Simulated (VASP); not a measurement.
## Te: structure and properties in VASP

What structure does Te take at this level, and what are its properties? The steps: relaxing cell and atoms (optB86b-vdW), second relaxation, density, ELF and potential (optB86b-vdW), band structure (optB86b-vdW), density of states (optB86b-vdW), field gradients at the nuclei (optB86b-vdW), optical spectrum (optB86b-vdW) and self-consistent run (optB86b-vdW) with a changed input. The start is a computed cell from the Materials Project.

Method: optB86b-vdW; plane waves and PAW (Te), in VASP 6.6.1.

The starting crystal is not the ambient structure of Te (space group No. 152 or space group No. 154); it is a model or a phase of other conditions.

## Step 1: The structure

Before any relaxation, the start is as follows. It takes space group C2/m (No. 12, monoclinic). Conventional cell: a = 7.641 Å, b = 4.296 Å, c = 5.977 Å, α = 90.00°, β = 90.90°, γ = 90.00°. Nearest to Te lie 5 Te at 3.03 to 3.31 Å. Te has 6 Te at 3.09 to 3.31 Å nearest.

## Step 2: Relaxing cell and atoms (optB86b-vdW)

Properties are meant for the cell that this level of theory prefers, so cell and atoms are relaxed first (ISIF = 3) until forces and stress are small; EDIFFG sets the threshold. optB86b-vdW pairs nonlocal correlation with a less repulsive exchange of B86b form. LUSE_VDW switches on a nonlocal correlation term for dispersion.

Contents of INCAR:

```
SYSTEM = Te
PREC = Accurate
ENCUT = 400
EDIFF = 1E-06
NELM = 100
ISMEAR = 0
SIGMA = 0.05
LREAL = .FALSE.
ALGO = Normal
GGA = MK
AGGAC = 0
LUSE_VDW = .TRUE.
PARAM1 = 0.1234
PARAM2 = 1
LASPH = .TRUE.
NBANDS = 15
LORBIT = 11
LWAVE = .FALSE.
LCHARG = .FALSE.
KPAR = 2
IBRION = 2
NSW = 60
ISIF = 3
EDIFFG = -0.01
```

Contents of POSCAR:

```
Te
1.0
    3.8202894285     -2.1482026000      0.0000000000
    3.8202894285      2.1482026000      0.0000000000
   -0.0942908673      0.0000000000      5.9760906531
Te
3
Direct
    0.6905533900      0.6905533900      0.6611905100
    0.3094466100      0.3094466100      0.3388094900
    0.0000000000      0.0000000000      0.0000000000
```

Contents of KPOINTS:

```
Automatic mesh
0
Gamma
7 7 5
0 0 0
```

The projector-augmented-wave data sets are Te (PBE family, release 64).

Command:

```bash
$ mpirun -np 2 vasp_std
```

Log:

```text
[banner, memory and clock lines left out]
running    2 mpi-ranks, on    1 nodes
 distrk:  each k-point on    1 cores,    2 groups
 distr:  one band on    1 cores,    1 groups

 POSCAR found type information on POSCAR Te
 POSCAR found :  1 types and       3 ions
|                                                                             |
|               ----> ADVICE to this user running VASP <----                  |
|                                                                             |
|     You have switched on vdW-DFT.                                           |
|     This routine was written and supplied by Jiri Klimes. We recommend      |
|     that you carefully read and cite the following publications:            |
|       J. Klimes, D.R. Bowler, A. Michelides                                 |
|          J. Phys.: Cond Matt. 22 022201 (2010)                              |
|       J. Klimes, D.R. Bowler, A. Michelides                                 |
|          Phys. Rev. B. 83, 195131 (2011)                                    |
|     and references therein.                                                 |
|                                                                             |

|                                                                             |
|               ----> ADVICE to this user running VASP <----                  |
|                                                                             |
|     You enforced a specific xc type in the INCAR file but a different       |
|     [... a line on the potential file left out ...]
|     I HOPE YOU KNOW WHAT YOU ARE DOING!                                     |
|                                                                             |

 LDA part: xc-table for (Slater+PW92), standard interpolation
 POSCAR, INCAR and KPOINTS ok, starting setup
 FFT: planning ... GRIDC
 FFT: planning ... GRID_SOFT
 FFT: planning ... GRID
 WAVECAR not read
 entering main loop
       N       E                     dE             d eps       ncg     rms          rms(c)
DAV:   1     0.643906649322E+02    0.64391E+02   -0.55167E+03  2160   0.761E+02
DAV:   2    -0.349973478444E+00   -0.64741E+02   -0.61771E+02  2963   0.129E+02
DAV:   3    -0.384512824249E+01   -0.34952E+01   -0.34723E+01  2524   0.327E+01
DAV:   4    -0.390130614038E+01   -0.56178E-01   -0.56155E-01  3273   0.507E+00
DAV:   5    -0.390195986304E+01   -0.65372E-03   -0.65372E-03  2764   0.457E-01    0.129E+01
DAV:   6    -0.388964969893E+01    0.12310E-01   -0.43304E-02  2664   0.120E+00    0.791E+00
DAV:   7    -0.389393611382E+01   -0.42864E-02   -0.29604E-02  2720   0.112E+00    0.568E-01
DAV:   8    -0.389382533873E+01    0.11078E-03   -0.28744E-03  2678   0.345E-01    0.161E-01
DAV:   9    -0.389372379443E+01    0.10154E-03   -0.47351E-04  2769   0.134E-01    0.779E-02
DAV:  10    -0.389374232072E+01   -0.18526E-04   -0.13758E-04  2741   0.656E-02    0.287E-02
DAV:  11    -0.389374178626E+01    0.53445E-06   -0.21163E-05  2692   0.272E-02    0.114E-02
DAV:  12    -0.389374225316E+01   -0.46690E-06   -0.17647E-06  2309   0.907E-03
   1 F= -.38937423E+01 E0= -.38932224E+01  d E =-.389374E+01
 curvature:   0.00 expect dE= 0.000E+00 dE for cont linesearch  0.000E+00
 trial: gam= 0.00000 g(F)=  0.147E-02 g(S)=  0.104E-02 ort = 0.000E+00 (trialstep = 0.100E+01)
 search vector abs. value=  0.251E-02
 bond charge predicted
       N       E                     dE             d eps       ncg     rms          rms(c)
DAV:   1    -0.389709521297E+01   -0.33534E-02   -0.73898E-02  2230   0.133E+00    0.183E-01
DAV:   2    -0.389629384724E+01    0.80137E-03   -0.31687E-03  2531   0.314E-01    0.140E-01
DAV:   3    -0.389590405443E+01    0.38979E-03   -0.41566E-04  2622   0.101E-01    0.550E-02
DAV:   4    -0.389578653709E+01    0.11752E-03   -0.26207E-04  2356   0.710E-02    0.114E-01
DAV:   5    -0.389578633371E+01    0.20338E-06   -0.70991E-06  2941   0.167E-02
   2 F= -.38957863E+01 E0= -.38952432E+01  d E =-.204408E-02
[... from here on, the cycles between the ionic steps are left out ...]
   3 F= -.38969790E+01 E0= -.38963752E+01  d E =-.323679E-02
   4 F= -.38978988E+01 E0= -.38972824E+01  d E =-.919751E-03
   5 F= -.38993962E+01 E0= -.38987407E+01  d E =-.241720E-02
   6 F= -.38994909E+01 E0= -.38988233E+01  d E =-.251190E-02
   7 F= -.38996557E+01 E0= -.38989781E+01  d E =-.164764E-03
   8 F= -.38997770E+01 E0= -.38990777E+01  d E =-.286034E-03
   9 F= -.38998752E+01 E0= -.38991451E+01  d E =-.981892E-04
  10 F= -.39000049E+01 E0= -.38991927E+01  d E =-.227959E-03
  11 F= -.39000079E+01 E0= -.38991844E+01  d E =-.230884E-03
  12 F= -.39000879E+01 E0= -.38992348E+01  d E =-.800568E-04
  13 F= -.39001853E+01 E0= -.38992772E+01  d E =-.177406E-03
  14 F= -.39002429E+01 E0= -.38993281E+01  d E =-.576068E-04
  15 F= -.39003753E+01 E0= -.38994521E+01  d E =-.190008E-03
  16 F= -.39004580E+01 E0= -.38995436E+01  d E =-.272685E-03
  17 F= -.39004623E+01 E0= -.38995460E+01  d E =-.276997E-03
 curvature:  -4.74 expect dE=-0.344E-03 dE for cont linesearch -0.137E-07
 trial: gam= 0.62365 g(F)=  0.208E-04 g(S)=  0.517E-04 ort = 0.166E-05 (trialstep = 0.682E+00)
 search vector abs. value=  0.449E-03
 bond charge predicted
       N       E                     dE             d eps       ncg     rms          rms(c)
DAV:   1    -0.390049840105E+01   -0.36072E-04   -0.43146E-03  2195   0.345E-01    0.426E-02
DAV:   2    -0.390050279865E+01   -0.43976E-05   -0.20416E-04  2720   0.805E-02    0.192E-02
DAV:   3    -0.390049998414E+01    0.28145E-05   -0.10676E-05  2643   0.195E-02    0.162E-02
DAV:   4    -0.390049862845E+01    0.13557E-05   -0.21969E-06  1888   0.789E-03    0.825E-03
DAV:   5    -0.390049842348E+01    0.20497E-06   -0.58201E-07  1262   0.471E-03
  18 F= -.39004984E+01 E0= -.38995799E+01  d E =-.361574E-04
 trial-energy change:   -0.000036  1 .order   -0.000037   -0.000050   -0.000024
 step:   1.3297(harm=  1.3297)  dis= 0.00356  next Energy=    -3.900511 (dE=-0.489E-04)
 reached required accuracy - stopping structural energy minimisation
```

The job ended after 10 min (2 MPI ranks of Intel Xeon 6975P-C (Granite Rapids), shared host; peak memory 0.85 GiB; 20 min of CPU time).

Lines that name or quote the potential files are left out of all logs, and their timing lines are given in words.

From OUTCAR (step 2):

```text
ion  position               nearest neighbor table
   1  0.691  0.691  0.661-   2 3.03   2 3.03   3 3.09   3 3.31   3 3.31   2 3.47
   2  0.309  0.309  0.339-   1 3.03   1 3.03   3 3.09   3 3.31   3 3.31   1 3.47
   3  0.000  0.000  0.000-   1 3.09   2 3.09   1 3.31   1 3.31   2 3.31   2 3.31

  LATTYP: Found a base centered monoclinic cell.
 ALAT       =     7.6405788570
 B/A-ratio  =     0.5623140969
 C/A-ratio  =     0.7822489081
 COS(beta)  =    -0.0157760547

 Subroutine GETGRP returns: Found  4 space group operations
 (whereof  4 operations were pure point group operations)

The static configuration has the point symmetry C_2h.

 Found     72 irreducible k-points:

   k-points           NKPTS =     72   k-points in BZ     NKDIM =     72   number of bands    NBANDS=     15

   dimension x,y,z NGX =    30 NGY =   30 NGZ =   40
   dimension x,y,z NGXF=    60 NGYF=   60 NGZF=   80

   ENCUT  =  400.0 eV  29.40 Ry    5.42 a.u.   7.15  7.15  9.75*2*pi/ulx,y,z

   NELECT =      18.0000    total number of electrons

 k-points in reciprocal lattice and weights: Automatic mesh
   0.00000000  0.00000000  0.00000000       0.004
   0.14285714  0.00000000  0.00000000       0.016
   0.28571429  0.00000000  0.00000000       0.016
   0.42857143  0.00000000  0.00000000       0.016
   0.14285714  0.14285714  0.00000000       0.008
   0.28571429  0.14285714  0.00000000       0.016
   0.42857143  0.14285714  0.00000000       0.016
  -0.42857143  0.14285714 -0.00000000       0.016
  -0.28571429  0.14285714 -0.00000000       0.016
[...]
-0.14285714 -0.28571429  0.40000000       0.016
  -0.14285714 -0.14285714  0.40000000       0.008

 average (electrostatic) potential at core
       1 -88.5536       2 -88.5536       3 -88.4270

 E-fermi :   6.5319

 k-point     1 :       0.0000    0.0000    0.0000
  band No.  band energies     occupation
    ...
      5       3.9532      2.00000
      6       4.2988      2.00000
      7       4.4482      2.00000
      8       4.7343      2.00000
      9       4.8205      2.00000
     10       7.5339      0.00000
     11       7.5366      0.00000
     12       8.0627      0.00000
     13      11.4432      0.00000
     14      11.6740      0.00000
    ...

 k-point     2 :       0.1429    0.0000    0.0000
  band No.  band energies     occupation
    ...
      5       3.1936      2.00000
      6       3.5041      2.00000
      7       5.2091      2.00000
      8       5.3998      2.00000
      9       6.3452      2.00000
     10       6.6680      0.00012
     11       7.3109      0.00000
     12       7.6985      0.00000
     13      10.7466      0.00000
     14      11.4811      0.00000
    ...

 k-point     3 :       0.2857    0.0000    0.0000
  band No.  band energies     occupation
    ...
      5       2.3403      2.00000
      6       2.8443      2.00000
      7       4.5537      2.00000
      8       5.7379      2.00000
      9       5.9804      2.00000
     10       6.8971      0.00000
     11       7.2032      0.00000
     12       8.5564      0.00000
     13       9.5725      0.00000
     14      12.1869      0.00000
    ...

Total vdW correction in eV:      3.4559377

  Total        0.0016026     -0.0025995      0.0294960      0.0000000      0.0000000     -0.0079249
  in kB        0.0264806     -0.0429521      0.4873749      0.0000000      0.0000000     -0.1309470
  external PRESSURE =       0.1569678 kB  Pullay stress =       0.0000000 kB

  energy-cutoff  :      400.00
  volume of cell :       96.96
      direct lattice vectors                 reciprocal lattice vectors
     3.791275561 -2.156537442  0.012892979     0.131876207 -0.231853150  0.001625590
     3.791275561  2.156537442  0.012892979     0.131876207  0.231853150  0.001625590
    -0.073091083  0.000000000  5.929523779    -0.000573495  0.000000000  0.168640538

 POSITION                                       TOTAL-FORCE (eV/Angst)
 -----------------------------------------------------------------------------------
      5.14080      0.00000      3.95476        -0.009296      0.000000      0.002459
      2.36866      0.00000      2.00055         0.009296      0.000000     -0.002459
      7.50946      0.00000      5.95531        -0.000000      0.000000      0.000000
 -----------------------------------------------------------------------------------
    total drift:                               -0.000000     -0.000000      0.000000

  FREE ENERGIE OF THE ION-ELECTRON SYSTEM (eV)
  ---------------------------------------------------
  free  energy   TOTEN  =        -3.9004984235 eV

  energy  without entropy=       -3.8986612899  energy(sigma->0) =       -3.89957986

Total vdW correction in eV:      3.4559198

 reached required accuracy - stopping structural energy minimisation

 total charge
# of ion       s       p       d       tot
------------------------------------------
    1        1.444   1.782   0.044   3.270
    2        1.444   1.782   0.044   3.270
    3        1.442   1.788   0.042   3.272
--------------------------------------------------
tot          4.329   5.352   0.131   9.812

[... 3 further parts left out ...]
```

The k-mesh is coarse for a metal. The PAW data sets were made with PBE, which is usual practice but a small mismatch for other functionals. The run keeps the 4 symmetry operations of its start, so it cannot find a distortion of lower symmetry.

Step by step:

```
step  energy less that of the first step (eV)  largest force (eV/Å)  pressure (GPa)  volume (Å³)
   1                                   0.0000                0.1234           -0.20        98.09
   2                                  -0.0020                0.1143            0.01        97.51
   3                                  -0.0032                0.0960            0.47        96.44
   4                                  -0.0042                0.0781            0.40        96.47
   5                                  -0.0057                0.0278            0.19        96.55
   6                                  -0.0057                0.0142            0.13        96.58
   7                                  -0.0059                0.0137            0.07        96.73
   8                                  -0.0060                0.0131           -0.06        97.03
   9                                  -0.0061                0.0164           -0.04        97.01
  10                                  -0.0063                0.0270            0.02        96.96
  11                                  -0.0063                0.0287            0.03        96.95
  12                                  -0.0063                0.0259            0.00        97.02
  13                                  -0.0064                0.0197           -0.09        97.19
  14                                  -0.0065                0.0193           -0.08        97.16
  15                                  -0.0066                0.0177           -0.03        97.07
  16                                  -0.0067                0.0140            0.06        96.89
  17                                  -0.0067                0.0147            0.04        96.93
  18                                  -0.0068                0.0096            0.02        96.96
```

```
     cell as run  before  after  change
           a (Å)   4.383  4.362  -0.5 %
           b (Å)   4.383  4.362  -0.5 %
           c (Å)   5.977  5.930  -0.8 %
           α (°)   90.79  90.44  -0.4 %
           β (°)   90.79  90.44  -0.4 %
           γ (°)   58.70  59.26  +1.0 %
volume (Å³/atom)   32.70  32.32  -1.1 %
```

The atoms that moved most (Å, as changes of fractional coordinates times the final cell):

```
atom      dx     dy      dz  length
 Te1  -0.047  0.000   0.016   0.050
 Te2   0.047  0.000  -0.016   0.050
```

Final coordinates:

```cif
data_structure
_symmetry_space_group_name_H-M 'P 1'
_symmetry_Int_Tables_number 1
_cell_length_a 4.3617
_cell_length_b 4.3617
_cell_length_c 5.9300
_cell_angle_alpha 90.445
_cell_angle_beta 90.445
_cell_angle_gamma 59.264
_cell_volume 96.96
loop_
_atom_site_label
_atom_site_type_symbol
_atom_site_fract_x
_atom_site_fract_y
_atom_site_fract_z
_atom_site_occupancy
Te1 Te 0.68438 0.68438 0.66398 1
Te2 Te 0.31562 0.31562 0.33602 1
Te3 Te 0.00000 0.00000 0.00000 1
```

This step gave:

```
electrons                              : 18
bands                                  : 15
irreducible k-points                   : 72
symmetry operations                    : 4
free energy (TOTEN)                    : -3.900 eV
energy at zero smearing                : -3.900 eV
Fermi energy                           : 6.532 eV
pressure                               : 0.01570 GPa
metallic, judged on the points sampled : yes
SCF cycles over all ionic steps        : 95
```

It ends with a largest force of 0.010 eV/Å and a pressure of 0.02 GPa.

(Continued in part 2 of 4.)

[Lines on the potential files, build, host, timing and source positions are cut from VASP's logs without a mark.]

[Logs are printed without paths, hosts, clocks, repeated set-up lines and the standing remarks that a program may print on its own settings, such as how far it seeks lower states.]

[Hosts, paths, dates, database ids (printed as entryN), source tags and the programs' standing remarks are cut or masked in the printed files.]

[A measured line is paired with the nearest computed mode of its activity, which favours agreement.]

[In band tables of VASP the shares of atoms and orbitals are scaled to a sum of 1 inside the atoms' spheres.]
